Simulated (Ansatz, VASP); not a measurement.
# Cross-check of Na4Si3O8 (glassy 60SiO2-40Na2O (mol %)) between VASP and Ansatz

Wanted: the spread between two codes on one cell, functional and k mesh. The cell is taken from a series of runs on this material, whose earlier steps may have relaxed, scaled, displaced or heated it; both programs get it as it stands.

Main program and level: Ansatz 0.2.0; plane waves, with VASP 6.6.1 beside it; single point at PBE.

### Step 1. The starting structure

The cell holds 195 atoms: 39 Si, 52 Na and 104 O. Cell: a = 12.996 Å, b = 12.996 Å, c = 12.996 Å, α = 90.0°, β = 90.0°, γ = 90.0°. As first built, before any earlier steps moved the atoms (in the runner's words): 195 atoms (39 Si, 52 Na, 104 O) placed at random at 2.99 g/cm^3, melted at 4000 K for 10 ps at fixed volume with the Morse and Coulomb pair potential with partial charges (Pedone, Malavasi, Menziani, Cormack and Segre, J. Phys. Chem. B 110, 11780 (2006)). Quenched from 4000 K to 300 K at 20 K/ps and fixed volume, held 5 ps.

### Step 2. VASP: single point, PBE

A single point gives forces, pressure and levels at one fixed geometry, so differences don't come from the geometry; what else differs is listed under the comparison.

Lines of VASP's logs that name or quote its potential files are left out, and so is its time.

The input, INCAR:

```
SYSTEM = Na4Si3O8
PREC = Accurate
ENCUT = 520
EDIFF = 1E-06
NELM = 120
ISMEAR = -1
SIGMA = 0.025
LREAL = Auto
ALGO = Normal
GGA = PE
NBANDS = 708
LORBIT = 11
LWAVE = .FALSE.
LCHARG = .FALSE.
ISIF = 2
LASPH = .TRUE.
GGA_COMPAT = .FALSE.
EFERMI = MIDGAP
```

The input, POSCAR:

```
Na4Si3O8
1.0
   12.9957000000      0.0000000000      0.0000000000
    0.0000000000     12.9957000000      0.0000000000
    0.0000000000      0.0000000000     12.9957000000
Si Na O
39 52 104
Direct
    0.1441800000      0.3797800000      0.9046000000
    0.7847600000      0.7192300000      0.1487700000
    0.3508800000      0.3715500000      0.4566900000
    0.4289100000      0.8926800000      0.1601100000
    0.5706100000      0.2529700000      0.0220400000
    0.3796200000      0.9491000000      0.7652600000
    0.8380200000      0.1218900000      0.4216100000
    0.4921000000      0.6289000000      0.0459200000
    0.8970600000      0.7866100000      0.7913600000
    0.6001300000      0.7865000000      0.2896600000
    0.6278100000      0.7031200000      0.6914800000
    0.0063200000      0.7846400000      0.1906300000
    0.7970900000      0.2994600000      0.0556000000
    0.8805200000      0.9908900000      0.2270900000
    0.5603400000      0.3790900000      0.2344000000
    0.6341100000      0.9891400000      0.4270100000
    0.0869100000      0.8070100000      0.9506700000
    0.1390500000      0.7534800000      0.5556100000
    0.3674500000      0.5161200000      0.2160400000
    0.0166800000      0.5217500000      0.0629600000
    0.9187400000      0.6918900000      0.5579400000
    0.9233900000      0.4711600000      0.6622500000
    0.9161900000      0.3834200000      0.2364000000
    0.6835600000      0.9395200000      0.6514300000
    0.5147200000      0.0293900000      0.9616900000
    0.2783000000      0.4500000000      0.7319900000
    0.7001800000      0.5033500000      0.6157600000
    0.1108000000      0.3135900000      0.6169700000
    0.9471300000      0.2439300000      0.8713400000
    0.4868700000      0.0793500000      0.2760300000
[... 159 atom lines left out ...]
    0.6510800000      0.1870400000      0.6123900000
    0.2271100000      0.9375300000      0.3220500000
    0.9617300000      0.4463200000      0.1386900000
    0.4645600000      0.4499400000      0.2532000000
    0.3562300000      0.2711900000      0.5188400000
    0.2761500000      0.4657000000      0.4951900000
```

The input, KPOINTS:

```
Automatic mesh
0
Gamma
1 1 1
0 0 0
```

Potentials, in the order of the species: Si, Na_pv and O (PBE family, release 64).

The run is started by

```console
$ export OMP_NUM_THREADS=3
$ mpirun -np 1 vasp_gam
```

Numbers of over 12 decimals in the logs are rounded to 6 here.

Output:

```text
[banner, memory and clock lines left out]
running    1 mpi-ranks, on    1 nodes
[...]
Offloading initialized ...    1 GPUs detected
[...]
LDA part: xc-table for (Slater+PW92), standard interpolation
 POSCAR, INCAR and KPOINTS ok, starting setup
[...]
entering main loop
       N       E                     dE             d eps       ncg     rms          rms(c)
DAV:   1     0.219268361410E+05    0.21927E+05   -0.56183E+05  1416   0.208E+03
DAV:   2     0.313033346351E+04   -0.18797E+05   -0.17949E+05  1496   0.614E+02
DAV:   3    -0.980274127077E+03   -0.41106E+04   -0.38712E+04  1460   0.270E+02
DAV:   4    -0.140047362425E+04   -0.42020E+03   -0.41253E+03  1688   0.912E+01
[...]
DAV:  19    -0.121755654555E+04    0.25446E-05   -0.12279E-05  1688   0.115E-02    0.416E-03
DAV:  20    -0.121755654608E+04   -0.52985E-06   -0.12072E-05  1744   0.654E-03    0.390E-03
DAV:  21    -0.121755654598E+04    0.94209E-07   -0.14158E-06  1024   0.256E-03
   1 F= -.12175565E+04 E0= -.12175565E+04  d E =0.000000E+00
```

OUTCAR, selected parts (step 2):

```text
  Total      221.2377980    195.2671303    189.7075849      6.8618683      3.0130357    -28.4116142
  in kB      161.4993868    142.5412931    138.4829307      5.0090334      2.1994588    -20.7399383
[...]
9.07347     11.07416     11.67742         0.101396     -0.145709     -0.346060
      0.62431     11.37033      5.14006         0.458918      0.514249     -0.379458
      2.19185      1.70867     10.68805        -0.402902      0.271858      0.574122
      8.97210      8.67242     12.27535         0.126340     -0.222481      0.021026
      7.08708      4.30703     10.06296        -0.392592     -0.559142      1.108805
      0.31567      2.60304      5.30640        -0.172765     -0.295556     -0.010277
      2.80681     12.31343      1.61394        -0.605372      0.455252      0.756275
     12.44169      1.79016      8.96625         0.510006      0.185576     -0.433109
     12.43078      8.01692      4.59632         0.386386     -0.066728     -0.022581
      3.04281      7.33048     12.82065         0.194950     -0.461933      0.301650
      6.24456      4.24751      8.12140        -0.971751      0.226770     -0.381830
      3.87597     12.51629     12.48666         0.016766      0.045936     -0.444322
      5.81285      0.80898      7.43848        -0.325883     -0.780379      0.023716
[...]
-----------------------------------------------------------------------------------
    total drift:                               -0.007912      0.012793      0.007250

  FREE ENERGIE OF THE ION-ELECTRON SYSTEM (eV)
  ---------------------------------------------------
  free  energy   TOTEN  =     -1217.5565459845 eV

  energy  without entropy=    -1217.5565459845  energy(sigma->0) =    -1217.55654598

[... 2 further parts left out ...]
[key lines of the parts left out:]
E-fermi :   4.9925
```

The run ends at a pressure of 14.75 GPa, with forces up to 8.0 eV/Å.

### Step 3. Ansatz: single point, PBE

Ansatz runs on its default PAW (the set named soft_2) files.

The same cell, functional, mesh and smearing now go to Ansatz, which takes its cutoff from its data sets.

The input, input.yaml:

```yaml
crystal:
  lattice:
    - [12.9957, 0.0, 0.0]
    - [0.0, 12.9957, 0.0]
    - [0.0, 0.0, 12.9957]
  atoms:
    - { symbol: Si, position: [0.14418, 0.37978, 0.9046] }
    - { symbol: Si, position: [0.78476, 0.71923, 0.14877] }
    - { symbol: Si, position: [0.35088, 0.37155, 0.45669] }
    - { symbol: Si, position: [0.42891, 0.89268, 0.16011] }
    - { symbol: Si, position: [0.57061, 0.25297, 0.02204] }
    - { symbol: Si, position: [0.37962, 0.9491, 0.76526] }
    - { symbol: Si, position: [0.83802, 0.12189, 0.42161] }
    - { symbol: Si, position: [0.4921, 0.6289, 0.04592] }
    - { symbol: Si, position: [0.89706, 0.78661, 0.79136] }
    - { symbol: Si, position: [0.60013, 0.7865, 0.28966] }
    - { symbol: Si, position: [0.62781, 0.70312, 0.69148] }
    - { symbol: Si, position: [0.00632, 0.78464, 0.19063] }
    - { symbol: Si, position: [0.79709, 0.29946, 0.0556] }
    - { symbol: Si, position: [0.88052, 0.99089, 0.22709] }
    - { symbol: Si, position: [0.56034, 0.37909, 0.2344] }
    - { symbol: Si, position: [0.63411, 0.98914, 0.42701] }
    - { symbol: Si, position: [0.08691, 0.80701, 0.95067] }
    - { symbol: Si, position: [0.13905, 0.75348, 0.55561] }
    - { symbol: Si, position: [0.36745, 0.51612, 0.21604] }
    - { symbol: Si, position: [0.01668, 0.52175, 0.06296] }
    - { symbol: Si, position: [0.91874, 0.69189, 0.55794] }
    - { symbol: Si, position: [0.92339, 0.47116, 0.66225] }
    - { symbol: Si, position: [0.91619, 0.38342, 0.2364] }
    - { symbol: Si, position: [0.68356, 0.93952, 0.65143] }
    - { symbol: Si, position: [0.51472, 0.02939, 0.96169] }
    - { symbol: Si, position: [0.2783, 0.45, 0.73199] }
    - { symbol: Si, position: [0.70018, 0.50335, 0.61576] }
    - { symbol: Si, position: [0.1108, 0.31359, 0.61697] }
    - { symbol: Si, position: [0.94713, 0.24393, 0.87134] }
    - { symbol: Si, position: [0.48687, 0.07935, 0.27603] }
[... 159 atom lines left out ...]
    - { symbol: O, position: [0.65108, 0.18704, 0.61239] }
    - { symbol: O, position: [0.22711, 0.93753, 0.32205] }
    - { symbol: O, position: [0.96173, 0.44632, 0.13869] }
    - { symbol: O, position: [0.46456, 0.44994, 0.2532] }
    - { symbol: O, position: [0.35623, 0.27119, 0.51884] }
    - { symbol: O, position: [0.27615, 0.4657, 0.49519] }
kpoints:
  mp_grid: { grid: [1, 1, 1] }
hamiltonian:
  xc: pbe
scf:
  occupations: { method: fermi_dirac, width: 0.025 }
output:
  forces: true
```

The run is started by

```console
$ ansatz run input.yaml --threads 8 --pin off --max-ram 15872MiB --backend cpu --events-out ev --progress --plain --runs-dir out
```

Output:

```text
Engine: ansatz 0.2.0, aarch64-unknown-linux-gnu
Pseudopotentials: kind: paw
Pseudopotential: Si, paw, valence charge 4, recommended cutoff 420 eV (normal), Si.paw.azcp
Pseudopotential: Na, paw, valence charge 9, recommended cutoff 420 eV (normal), Na.paw.azcp
Pseudopotential: O, paw, valence charge 6, recommended cutoff 420 eV (normal), O.paw.azcp
Functional definition: PBE
  parameter kappa = 0.804
  parameter beta = 0.066725
  exchange = pbe_x(kappa = kappa, mu = beta*pi^2/3)
  correlation = pbe_c(beta = beta)
Crystal: 195 atoms, lattice volume = 2194.821 Å³
Basis set: ecut = 420 eV, 42931 PW (Γ), exchange–correlation on 180×180×180 points (8 copies of the dense FFT grid, shifted against one another)
Bands: 819, of which v1, the nominal top of the filled ones, is band 624 counted from 1 (623 counted from 0)
Symmetry: 1 space group operations
Space group: P1 (ITA 1), of the structure as read, at distance tolerance 1.3e-4 Å
k-points: 1
Non-local potential: Si, projectors of the file, l = 0: 2, l = 1: 2, l = 2: 2
Non-local potential: Na, projectors of the file, l = 0: 3, l = 1: 2, l = 2: 1
Non-local potential: O, projectors of the file, l = 0: 2, l = 1: 2, l = 2: 1
PAW form: soft (Blöchl's): semilocal exchange-correlation on the pseudo side does not see the compensation charge
PAW one-centre angular grid: Si, 110 points (default); XC on 64 Gauss nodes
PAW one-centre angular grid: Na, 110 points (default); XC on 64 Gauss nodes
PAW one-centre angular grid: O, 110 points (default); XC on 64 Gauss nodes
Initial density: superposition of atomic densities (neutral atoms: chi_scale 0, normalization atom), corrected by the library's trained network
Initial wavefunctions: pseudopotential atomic-orbital guess
Functional: x = pbe(κ = 0.804, μ = 0.219515), c = pbe(β = 0.066725)
SCF iter   1: F=—  HF=-161267.008705 eV  |F-HF|=—  |Δ(HF+E_count)|=         —  Δρ=2.64e-3  dr2=2.74e-1  ethr=1.77e-3  ⟨swp⟩=6.0  Hψ=3410  notcnv=0  defer=55
preconditioner: auto → Resta (q_TF=auto, 2.483 Å⁻¹)  ε∞=2.8  [insulator: Δε(μ)=3.115 eV  Ē_g=20.150 eV  σ=0.025 eV  W_gap=1.00  n_scr=586 (ndim 8)  ℏωp=26.8 eV  f_vac=0.055  D(μ)=0.00/eV (n_scr^D=0)  ε∞_Penn≈2.8]
SCF iter   2: F=—  HF=-161266.921747 eV  |F-HF|=—  |Δ(HF+E_count)|=   8.70e-2  Δρ=1.42e-3  dr2=6.64e-2  ethr=2.20e-5  ⟨swp⟩=2.0  Hψ=1503  notcnv=0  defer=190
SCF iter   3: F=—  HF=-161266.913018 eV  |F-HF|=—  |Δ(HF+E_count)|=   8.73e-3  Δρ=6.66e-4  dr2=1.66e-2  ethr=5.32e-6  ⟨swp⟩=2.0  Hψ=1188  notcnv=0  defer=94
automatic band count: iteration 3 solves 723 bands in place of 819: the levels show a gap, and the empty bands left out lie too high to hold charge; the band table lists the bands solved (type scf.n_extra_bands for more)
SCF iter   4: F=—  HF=-161266.910232 eV  |F-HF|=—  |Δ(HF+E_count)|=   2.79e-3  Δρ=2.31e-4  dr2=1.28e-3  ethr=1.33e-6  ⟨swp⟩=2.0  Hψ=1191  notcnv=0  defer=94
SCF iter   5: F=—  HF=-161266.910361 eV  |F-HF|=—  |Δ(HF+E_count)|=   1.29e-4  Δρ=1.61e-4  dr2=4.47e-4  ethr=1.03e-7  ⟨swp⟩=2.0  Hψ=1201  notcnv=0  defer=94
SCF iter   6: F=—  HF=-161266.910302 eV  |F-HF|=—  |Δ(HF+E_count)|=   5.91e-5  Δρ=3.50e-5  dr2=2.28e-5  ethr=3.59e-8  ⟨swp⟩=2.0  Hψ=1025  notcnv=0  defer=94
SCF iter   7: F=—  HF=-161266.911287 eV  |F-HF|=—  |Δ(HF+E_count)|=   9.85e-4  Δρ=1.50e-5  dr2=3.83e-6  ethr=1.83e-9  ⟨swp⟩=2.0  Hψ=1347  notcnv=0  defer=94
SCF iter   8: F=—  HF=-161266.911289 eV  |F-HF|=—  |Δ(HF+E_count)|=   2.33e-6  Δρ=6.62e-6  dr2=7.30e-7  ethr=3.07e-10  ⟨swp⟩=2.0  Hψ=1065  notcnv=0  defer=94
SCF iter   9: F=—  HF=-161266.911289 eV  |F-HF|=—  |Δ(HF+E_count)|=   3.17e-7  Δρ=2.47e-6  dr2=1.09e-7  ethr=5.85e-11  ⟨swp⟩=2.0  Hψ=1036  notcnv=0  defer=94
SCF iter  10: F=-161266.911290 eV  HF=-161266.911290 eV  |F-HF|=5.56e-9  |Δ(HF+E_count)|=   3.76e-8  Δρ=6.96e-7  dr2=9.82e-9  ethr=8.01e-12  ⟨swp⟩=4.0  Hψ=1933  notcnv=0
SCF 1 converged in 10 iterations: F = -161266.911290 eV  dr2 = 9.82e-9
  greatest PAW one-centre occupation: 1.001 electrons in one spin orbital (limit 2), on the Na atom at site 76 (counted from 0), in its partial waves of l = 1
SCF converged after 10 iterations
Free energy (F): -161266.911290 eV
Harris-Foulkes:  -161266.911290 eV  (|F-HF|=5.56e-9)
Internal energy: -161266.911290 eV  (E = F + TS)
E sigma→0 (E₀):  -161266.911290 eV
Fermi energy:    7.476871 eV
--- Per-component energies (eV) ---
  E_band       = -11328.154649
  E_kinetic    = 26812.187071
  E_local      = -103864.507938  (includes V_loc(G=0)·N_el)
  E_nonlocal   = 11991.325134
  E_hartree    = 37099.355616
  E_xc         = -12051.059951
  E_vxc        = -14482.824390  (∫ρ·V_xc dr)
  E_paw        = -50221.991773  (= ΣΔE_a)
  E_vpaw       = -5983.305244  (= ΣTr[D̂ρ^β])
  E_aug_tail   = 0.263047  (compensation charges beyond the density's cutoff)
  E_ewald      = -71032.482496
  E_smearing   = -0.000000  (= −TS)
  E_closure    = 0.000000  (closes the sum)
[...]
atom  31  Si    -0.69648499    -3.18379290     2.66723998
  atom  32  Si    -3.16699060     1.20284162    -0.33684553
  atom  33  Si    -1.04667021     0.79017854     1.07377327
  atom  34  Si    -1.16597685     1.36661256     3.20020313
  atom  35  Si    -2.57876359    -1.53348568    -1.61657654
  atom  36  Si     1.10246592     3.18895627    -1.49418617
  atom  37  Si    -1.22309222    -1.07372939    -0.76849847
  atom  38  Si    -3.20434004     4.02982873    -3.06518419
  atom  39  Si    -2.15141601     1.26829621    -0.51508989
  atom  40  Na     0.82440864     1.04039002    -0.75158130
  atom  41  Na    -0.65141800     0.76932561    -0.03833170
  atom  42  Na    -0.21393952     0.01444437    -0.59521690
  atom  43  Na    -0.02961553     0.57368221     0.17052483
  atom  44  Na    -0.15705111     0.50379712     0.87292865
  atom  45  Na    -0.09377867     0.66679975    -0.91686307
  atom  46  Na    -0.88041091    -0.15800889    -0.22806582
  atom  47  Na    -0.27448589    -0.75888973    -0.35881663
  atom  48  Na    -0.96248941    -0.83417573    -0.96588467
  atom  49  Na     0.77797178    -0.20358947     0.46948756
  atom  50  Na    -0.24007092    -0.95640863    -0.69008685
  atom  51  Na     0.10568675     0.84011615     0.83540663
  atom  52  Na     0.59189867     1.33353100     0.61098245
  atom  53  Na     0.36687698    -0.82804959    -0.17517644
  atom  54  Na     0.10162655     0.34839381     0.78173976
[...]
atom 188  O      1.20906264     0.66780430     1.31634502
  atom 189  O      2.84841877     0.65298021    -2.29860516
  atom 190  O      0.88529023     2.44594203    -4.47660943
  atom 191  O     -0.24457672    -0.06861243    -0.91737205
  atom 192  O     -0.10561932    -1.04177418     0.21321627
  atom 193  O     -0.65384747     0.16477183     1.10952196
  atom 194  O      0.07845575    -3.82667757     2.06703385
  atom 195  O      2.01333930    -1.02399357    -0.31935096
  max |Σ_I F_I| component: 9.73e-5 eV/Å
```

In the SCF lines HF is the Harris–Foulkes energy and dr2 the Hartree energy of the density residual, in eV; the loop may stop once dr2 is under the threshold and the program's other checks hold. Hψ counts applications of the Hamiltonian.

### Step 4. Comparison

Known differences besides the potentials themselves: the data sets hold 1248 valence electrons in Ansatz (on its default PAW (the set named soft_2) files) and 1144 in VASP; the cutoff is 420 eV in Ansatz and 520 eV in VASP (PREC = Accurate, projectors in real space). Total energies have different zeros and are not compared.

Compared:

```tsv
quantity	Ansatz	VASP	difference
gap on the k mesh (eV)	2.969	2.967	+0.002
```

Forces on 10 of the 195 atoms, those with the largest forces and the largest differences (eV/Å; atoms numbered as in POSCAR):

```tsv
atom	Ansatz x, y, z	VASP x, y, z
Si9	1.127, -6.801, -1.720	1.142, -6.831, -1.755
Si25	-5.772, 0.551, 1.377	-5.804, 0.550, 1.400
Si38	-3.204, 4.030, -3.065	-3.180, 4.080, -3.075
O97	1.222, 4.770, 3.045	1.233, 4.828, 3.071
O118	-0.504, -0.460, 2.045	-0.550, -0.480, 2.156
O121	-2.386, -0.483, 0.172	-2.503, -0.533, 0.182
O132	7.419, -2.862, -0.390	7.464, -2.876, -0.393
O180	-2.604, 4.930, 1.517	-2.631, 4.985, 1.524
O189	2.848, 0.653, -2.299	2.929, 0.648, -2.381
O190	0.885, 2.446, -4.477	0.909, 2.479, -4.563
```

The forces differ by 32 meV/Å r.m.s., which is 2.3 % of the r.m.s. force of 1.410 eV/Å (both taken over all components). A gap on the mesh is an upper bound, since the band edges may lie between its points.

### Step 5. What came out

| Quantity | Value |
| --- | --- |
| r.m.s. force difference (single point, PBE) | 2.3 % of the r.m.s. force |

In words: The r.m.s. force difference is 2.3 % of the r.m.s. force (single point, PBE), within the 3 % picked in this series as the mark of a large difference. The data sets hold unlike numbers of valence electrons (1248 in Ansatz and 1144 in VASP), so part of the differences comes from the potentials. Such differences can come from data sets, numerical settings and the points named under the comparisons, not from the functional's error against experiment.

[Lines on the potential files, build, host, timing and source positions are cut from VASP's logs without a mark.]

[Logs are printed without paths, hosts, clocks, repeated set-up lines and the standing remarks that a program may print on its own settings, such as how far it seeks lower states.]

[Hosts, paths, dates, database ids (printed as entryN), source tags and the programs' standing remarks are cut or masked in the printed files.]
